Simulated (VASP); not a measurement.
Output of a VASP run:

**OSZICAR**
```
...
       N       E                     dE             d eps       ncg     rms          rms(c)
DAV:   1    -0.474370582522E+03    0.93035E-03   -0.78214E-01   480   0.203E+00    0.209E-01
RMM:   2    -0.474371984065E+03   -0.14015E-02   -0.17360E-02   464   0.356E-01    0.220E-01
RMM:   3    -0.474372351347E+03   -0.36728E-03   -0.41321E-03   610   0.154E-01    0.128E-01
RMM:   4    -0.474372339877E+03    0.11470E-04   -0.82529E-04   669   0.660E-02    0.103E-01
RMM:   5    -0.474372323042E+03    0.16835E-04   -0.37381E-04   648   0.442E-02    0.303E-02
RMM:   6    -0.474372337576E+03   -0.14533E-04   -0.16976E-04   608   0.241E-02    0.228E-02
RMM:   7    -0.474372341703E+03   -0.41270E-05   -0.79498E-05   450   0.154E-02
  17 F= -.47437234E+03 E0= -.47437234E+03  d E =-.822675E-03
       N       E                     dE             d eps       ncg     rms          rms(c)
DAV:   1    -0.474372250325E+03    0.87251E-04   -0.53267E-02   496   0.531E-01    0.574E-02
RMM:   2    -0.474372361907E+03   -0.11158E-03   -0.13278E-03   524   0.940E-02    0.586E-02
RMM:   3    -0.474372387304E+03   -0.25397E-04   -0.29890E-04   633   0.390E-02    0.345E-02
RMM:   4    -0.474372389154E+03   -0.18494E-05   -0.87219E-05   520   0.195E-02
  18 F= -.47437239E+03 E0= -.47437239E+03  d E =-.870126E-03
       N       E                     dE             d eps       ncg     rms          rms(c)
DAV:   1    -0.474371311844E+03    0.10755E-02   -0.77875E-01   480   0.204E+00    0.202E-01
RMM:   2    -0.474372703496E+03   -0.13917E-02   -0.17009E-02   464   0.356E-01    0.201E-01
RMM:   3    -0.474373070109E+03   -0.36661E-03   -0.40794E-03   599   0.155E-01    0.112E-01
RMM:   4    -0.474373077567E+03   -0.74582E-05   -0.84623E-04   662   0.666E-02    0.901E-02
RMM:   5    -0.474373065381E+03    0.12187E-04   -0.35029E-04   645   0.427E-02    0.234E-02
RMM:   6    -0.474373079020E+03   -0.13639E-04   -0.15811E-04   589   0.235E-02    0.176E-02
RMM:   7    -0.474373082810E+03   -0.37903E-05   -0.67042E-05   445   0.149E-02
  19 F= -.47437308E+03 E0= -.47437308E+03  d E =-.693656E-03
       N       E                     dE             d eps       ncg     rms          rms(c)
DAV:   1    -0.474372738699E+03    0.34032E-03   -0.16695E-01   496   0.946E-01    0.943E-02
RMM:   2    -0.474373064760E+03   -0.32606E-03   -0.39013E-03   487   0.166E-01    0.938E-02
RMM:   3    -0.474373142480E+03   -0.77721E-04   -0.87714E-04   628   0.701E-02    0.532E-02
RMM:   4    -0.474373146264E+03   -0.37833E-05   -0.20460E-04   645   0.325E-02    0.435E-02
RMM:   5    -0.474373145016E+03    0.12480E-05   -0.97206E-05   606   0.220E-02
  20 F= -.47437315E+03 E0= -.47437315E+03  d E =-.755862E-03
       N       E                     dE             d eps       ncg     rms          rms(c)
DAV:   1    -0.474372145584E+03    0.10007E-02   -0.61469E-01   480   0.182E+00    0.191E-01
RMM:   2    -0.474373234312E+03   -0.10887E-02   -0.13868E-02   465   0.324E-01    0.172E-01
RMM:   3    -0.474373537811E+03   -0.30350E-03   -0.34164E-03   608   0.142E-01    0.963E-02
RMM:   4    -0.474373547181E+03   -0.93696E-05   -0.71814E-04   660   0.628E-02    0.745E-02
RMM:   5    -0.474373540143E+03    0.70376E-05   -0.29289E-04   646   0.388E-02    0.192E-02
RMM:   6    -0.474373552868E+03   -0.12725E-04   -0.14971E-04   571   0.226E-02    0.123E-02
RMM:   7    -0.474373556710E+03   -0.38422E-05   -0.62489E-05   439   0.146E-02
  21 F= -.47437356E+03 E0= -.47437356E+03  d E =-.411694E-03
```

OUTCAR:
```
------------------------ aborting loop because EDIFF is reached ----------------------------------------
  FORCE on cell =-STRESS in cart. coord.  units (eV):
  Direction    XX          YY          ZZ          XY          YZ          ZX
  --------------------------------------------------------------------------------------
  Total       -1.2602404     -7.1042579     19.9032580      0.7689967     -1.6638153     -4.7871260
  in kB       -2.7383294    -15.4365773     43.2470478      1.6709243     -3.6152423    -10.4017677
  external PRESSURE =       8.3573803 kB  Pullay stress =       0.0000000 kB
  volume of cell :      737.36
      direct lattice vectors                 reciprocal lattice vectors
     7.892156286  0.000000000  0.000000000     0.126708084  0.000000000  0.000000000
     0.000000000  7.892156286  0.000000000     0.000000000  0.126708084  0.000000000
     0.000000000  0.000000000 11.838234429     0.000000000  0.000000000  0.084472056
 POSITION                                       TOTAL-FORCE (eV/Angst)
 -----------------------------------------------------------------------------------
      0.05770      0.05814     11.73435         0.011730     -0.004824     -0.008522
      0.06155      7.86339      3.84074        -0.003747      0.001468     -0.008534
      0.06225      0.05633      7.82857         0.004038     -0.002075     -0.009682
      0.05503      4.00647     11.74255         0.014765     -0.009366     -0.005623
      0.06518      3.91232      3.84673         0.001226     -0.001090     -0.009472
      0.07188      4.00026      7.80512        -0.002799     -0.009417     -0.010442
      4.00875      0.05354     11.74459         0.009388     -0.005701     -0.007886
      4.02737      7.85868      3.85098         0.000045      0.002811     -0.013371
      4.01083      0.05042      7.80768         0.001985     -0.004131     -0.013349
      4.00548      4.00348     11.74714         0.010216     -0.010704     -0.010354
      4.01147      3.99720      7.80687         0.003517     -0.006311     -0.016826
      2.05876      2.02899      1.83646         0.008400     -0.016502     -0.014050
      2.05601      1.90353      5.80859        -0.007126     -0.008722      0.012546
      2.06414      2.06932      9.74422         0.016523     -0.002289      0.014979
      2.05257      5.99885      1.83377        -0.005001     -0.001631      0.008591
      2.05837      5.88317      5.80398        -0.005396      0.008401     -0.011906
      2.06680      6.00989      9.74379         0.019434     -0.005144      0.016163
      6.01892      2.03209      1.83640        -0.021057     -0.002308     -0.012663
      6.03109      1.91244      5.81107        -0.012896      0.010593     -0.018334
      6.00707      2.06899      9.74478         0.013255     -0.012792      0.001112
      6.02581      5.99312      1.83533        -0.006627     -0.000619      0.003300
      6.03276      5.88004      5.81359         0.000589     -0.002907     -0.006179
      6.00584      6.01151      9.74099        -0.002088     -0.000166     -0.005607
      1.85242      7.84310      2.03965        -0.007229     -0.001254      0.003232
      7.85827      1.84667      2.04227         0.005568      0.007828     -0.000432
      1.94221      1.93786      0.02388        -0.000906      0.001543      0.007836
      1.84858      0.03702      6.03787        -0.000422      0.016876      0.007920
      7.85640      2.07359      6.05104         0.003528     -0.003691      0.006959
      1.90709      1.92306      3.98645         0.003881      0.009253     -0.010379
      1.87003      7.86358      9.94381        -0.009409      0.011662      0.000934
      7.85066      1.88861      9.95880        -0.003298     -0.000655      0.001197
      1.93341      1.98786      7.92998        -0.000363     -0.001245      0.000216
      1.86529      3.88811      2.04389         0.004941     -0.010918      0.005084
      7.85947      5.78655      2.06327        -0.004631      0.008887     -0.000703
      1.90562      5.89043      0.02375        -0.007256      0.008406     -0.005888
      1.85004      3.99381      5.99240        -0.000010     -0.004828     -0.001457
      7.85588      6.03085      6.07634        -0.008750      0.006436      0.009649
      1.90483      5.95029      3.98150         0.006474      0.001444     -0.001655
      1.87159      3.91902      9.96314        -0.005624      0.008527      0.005378
      7.85079      5.83423      9.92188         0.012115     -0.012892     -0.001263
      1.97282      5.90178      7.92915         0.006232     -0.001887      0.007232
      5.84477      7.83992      2.06048         0.000337     -0.009238      0.012857
      3.90591      1.81031      2.04854        -0.010162      0.008076      0.005599
      5.87933      1.92278      0.02500         0.000175      0.001657      0.005906
      5.81884      0.04041      6.02875        -0.008805     -0.003597      0.011427
      3.89846      2.04880      6.04158        -0.013608      0.005605     -0.000152
      5.93227      1.92859      3.98528         0.005843      0.012645      0.006517
      5.81687      7.86422      9.94263        -0.008781      0.011055      0.009234
      3.90590      1.88980      9.95520         0.002976     -0.008364      0.001670
      5.88101      1.97941      7.93097         0.002087     -0.003268      0.011119
      5.85167      3.89193      2.02145        -0.006395     -0.002202      0.007275
      3.90722      5.84681      2.01812         0.005936      0.003290      0.003177
      5.91421      5.90378      0.02181         0.002797      0.004456     -0.000884
      5.83700      3.99072      6.02312        -0.009096      0.008265      0.008975
      3.89989      6.03831      6.00542        -0.004206     -0.002620     -0.002404
      5.93362      5.94238      3.99022         0.003223      0.001205     -0.002816
...
```
(Selected blocks of OUTCAR.)

### POSCAR
```
BaSr11Ti12O36
1
    7.8921562860     0.0000000000     0.0000000000
    0.0000000000     7.8921562860     0.0000000000
    0.0000000000     0.0000000000    11.8382344290
Sr Ti O Ba
11 12 36 1
Direct
  0.0078044891   0.0061225807   0.9914155268
  0.0070291730   0.9944403307   0.3240925936
  0.0088318953   0.0041756799   0.6606671762
  0.0077324548   0.5061749894   0.9921434245
  0.0071331796   0.4942635507   0.3244664477
  0.0097299122   0.5043389593   0.6590021240
  0.5081213418   0.0057279010   0.9920749730
  0.5086748930   0.9945902962   0.3248591082
  0.5090224680   0.0037560735   0.6593247994
  0.5078037535   0.5059590987   0.9918793621
  0.5093916707   0.5040079499   0.6593860975
  0.2606688225   0.2561976716   0.1551746204
  0.2610363980   0.2394721686   0.4905758502
  0.2621428758   0.2607611479   0.8231078535
  0.2604456842   0.7588911838   0.1550639072
  0.2613015685   0.7435553343   0.4901570695
  0.2622512316   0.7605267316   0.8230481359
  0.7625268519   0.2566509789   0.1550503815
  0.7643943666   0.2401804864   0.4907777484
  0.7623732300   0.2611386125   0.8229494698
  0.7629715525   0.7586519272   0.1548216651
  0.7646631360   0.7435692557   0.4905780500
  0.7617618215   0.7607425245   0.8228498485
  0.2349799087   0.9938887329   0.1723423287
  0.9954029970   0.2342235054   0.1739294304
  0.2454698036   0.2456612656   0.0022012047
  0.2366285730   0.0040431111   0.5098424782
  0.9962829275   0.2632888647   0.5100977017
  0.2426703304   0.2447084815   0.3367620148
  0.2326903481   0.9982387802   0.8379434125
  0.9939481716   0.2452698774   0.8441804508
  0.2453545967   0.2509631724   0.6699613529
  0.2344585747   0.4930093955   0.1718088687
  0.9950990649   0.7359565738   0.1748053311
  0.2431695939   0.7472797129   0.0021932464
  0.2379715527   0.5052838840   0.5075245483
  0.9965316712   0.7637591815   0.5114605423
  0.2424136250   0.7526337297   0.3363157935
  0.2325505853   0.4981649995   0.8391067380
  0.9941950610   0.7454608118   0.8422534091
  0.2483491318   0.7491035303   0.6699118534
  0.7391253972   0.9935479098   0.1732962537
  0.4946296675   0.2315949279   0.1733730661
  0.7455116759   0.2446198611   0.0020089545
  0.7404699710   0.0044942862   0.5099778581
  0.4949642236   0.2590233983   0.5104282440
  0.7510030919   0.2437654017   0.3366761706
  0.7320781291   0.9982260383   0.8376899792
  0.4940043332   0.2456666441   0.8436125708
  0.7471266955   0.2506390480   0.6697511752
  0.7416943661   0.4934337170   0.1711448955
  0.4948154495   0.7412337476   0.1719637950
  0.7477799020   0.7480031940   0.0017549442
  0.7413637089   0.5051544364   0.5087592668
  0.4951236151   0.7652336022   0.5078354926
  0.7511498205   0.7535054401   0.3368178449
  0.7321757446   0.4982396713   0.8394522318
  0.4941973050   0.7450149526   0.8449102569
  0.7440462316   0.7490860563   0.6696639399
  0.5041513844   0.4962056237   0.3300851217
```

Reconstruct the remaining input files.

One answer among several that fit: the input of the run itself, PBE GGA, plane waves, VASP's PBE PAW potentials (set 64).

File KPOINTS:
```
Automatic mesh
0
Gamma
1 1 1
0 0 0
```

### INCAR
```
! general
SYSTEM =BaSr11Ti12O36
PREC   =Normal
ENCUT  =400
LREAL  =Auto   ! projection in real space or not
LASPH  =.TRUE.
ISYM   =0

! electronic loop
EDIFF  =1E-5   ! SCF stop (eV)
NELM   =100   ! most electronic steps
NELMIN =4
ALGO   =Fast   ! Davidson, then RMM-DIIS
LMAXMIX=4

! smearing
ISMEAR =0   ! Gaussian
SIGMA  =0.05

! functional
GGA    =PE   ! PBE

! ions
IBRION =2
NSW    =120   ! most ionic steps
ISIF   =2   ! forces and stress, cell fixed
EDIFFG =-0.03   ! ionic stop

! output
LWAVE  =.FALSE.
LCHARG =.FALSE.
```

POTCAR, in this order: Sr_sv Ti O Ba_sv (PBE.64 set). Program: vasp_gam.

At this cut-off the stress carries a Pulay error, which pulls relaxed volumes low. The supercell is sampled at Γ alone, which is coarse: total energies, pressure and levels can be off, energies of defects by several tenths of an eV.

The cell is a supercell with a defect, built from SrTiO3 (cubic perovskite, the ideal cubic form; the compound distorts at low or room temperature): Ba_Sr. The run is not spin-polarised, so no state with unpaired spins was tried.
